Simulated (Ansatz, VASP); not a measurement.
SiSbTe3 in VASP and in Ansatz

```
CELL_PARAMETERS angstrom
5.12892 0.00000 0.00000
0.00000 5.12892 0.00000
0.00000 0.00000 5.12892
ATOMIC_POSITIONS crystal
Si 0.00000 0.00000 0.00000
Sb 0.50000 0.50000 0.50000
Te 0.00000 0.50000 0.50000
Te 0.50000 0.50000 0.00000
Te 0.50000 0.00000 0.50000
```

Change from the starting cell: species swapped into the ErRh3C type (Pm-3m, No. 221).

Alike in both runs: task single point; functional PBE; k mesh 4 × 4 × 4; occupations gaussian, width 0.1 eV; no spin polarisation.

|  | VASP | Ansatz |
| --- | --- | --- |
| version | VASP 6.6.1 | Ansatz 0.2.0 |
| potentials or method | VASP PAW PBE potentials, release 64 (Si, Sb, Te) | scalar-relativistic, plane waves, PAW |
| plane-wave cutoff (eV) | 520 | 420 |
| valence electrons in the cell | 27 | 67 |

|  | VASP | Ansatz | Ansatz less VASP |
| --- | --- | --- | --- |
| gap on the k mesh at the Fermi level (eV) | none | none | - |
| pressure (GPa) | 22.4 | 22.1 | -0.32 |

A gap of «none» marks a metal or a gap that the smearing closes. With one functional, cell and mesh, what is left measures potentials, basis and numerics. The two sets of potentials don't hold the same shells in valence.

Caveats: so large a pressure means that the cell lies far from this level's equilibrium, or that cutoff or potentials fall short (VASP). Spin-orbit coupling is left out, which matters for the levels of Sb, Te.
